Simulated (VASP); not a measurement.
```
CELL_PARAMETERS angstrom
      2.69008     0.00000     0.00000
     -1.34504     2.32968     0.00000
      0.00000     0.00000     4.24223
ATOMIC_POSITIONS crystal
  Ru 0.33333 0.66667 0.25000
  Ru 0.66667 0.33333 0.75000
```

Computed with PBEsol GGA, VASP's PBE PAW potentials (set 64) (plane waves; VASP). Numerical set-up: 400 eV cut-off, 17×17×10 Γ-centred mesh, tetrahedra with Blöchl corrections, potentials Ru_pv.

Q: Predict the energy per atom (σ→0), band gap (on the k-mesh) with the smallest direct gap where there is one.

A: 
```json
{
  "band gap (on the k-mesh)": "none (metal, semimetal or under 0.01 eV)",
  "energy per atom (σ→0)": "-10.170 eV/atom"
}
```

The absolute energy has meaning only against runs of the same code, potentials and settings.

The structure comes from a measured Ru entry (P6_3/mmc) of the Crystallography Open Database, whose conditions weren't checked. It was relaxed first.
